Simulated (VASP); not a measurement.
Crystal: Ti3BiO3.

```xyz
7
Lattice="4.7275 0.0000 0.0000 0.0000 4.7275 0.0000 0.0000 0.0000 4.7275" Properties=species:S:1:pos:R:3 pbc="T T T"
Ti    2.3637    2.3637    0.0000
Ti    0.0000    2.3637    2.3637
Ti    2.3637    0.0000    2.3637
Bi    2.3637    2.3637    2.3637
O     2.3637    0.0000    0.0000
O     0.0000    2.3637    0.0000
O     0.0000    0.0000    2.3637
```

The cell was built by a generator and needn't be a form met in nature.

- Program: VASP 6.6.1
- Task: relaxation of cell and atoms
- Functional: PBE
- Potentials or basis: VASP PAW PBE potentials, release 64 (Ti_sv, Bi_d, O)
- Cutoff: 520 eV
- k mesh: 3 × 3 × 3
- Occupations: gaussian, width 0.15 eV
- Spin: no spin polarisation

At the start: pressure 12.3 GPa; volume 15.09 Å³/atom.

Question: How do energy, volume and symmetry change on relaxing?

Answer: Over 3 steps the energy falls by 56.2 meV/atom and the volume is 16.65 Å³/atom (+10.3 %); space group Pm-3m (No. 221, to 0.05 Å).

Step by step:
| step | energy change (eV) | largest force (eV/Å) | pressure (GPa) | volume (Å³) |
| --- | --- | --- | --- | --- |
| 1 | 0.0000 | 0.0000 | 12.28 | 105.65 |
| 2 | -0.2227 | 0.0000 | -6.67 | 124.34 |
| 3 | -0.3934 | 0.0000 | -0.21 | 116.55 |

Final structure:
```xyz
7
Lattice="4.8846 0.0000 0.0000 0.0000 4.8846 0.0000 0.0000 0.0000 4.8846" Properties=species:S:1:pos:R:3 pbc="T T T"
Ti    2.4423    2.4423    0.0000
Ti    0.0000    2.4423    2.4423
Ti    2.4423    0.0000    2.4423
Bi    2.4423    2.4423    2.4423
O     2.4423    0.0000    0.0000
O     0.0000    2.4423    0.0000
O     0.0000    0.0000    2.4423
```

Caveat: the k mesh is coarse (spacing up to 0.44 Å⁻¹), so the values aren't converged; an odd number of electrons without spin polarisation forces a metal; a magnetic or distorted state may lie lower.
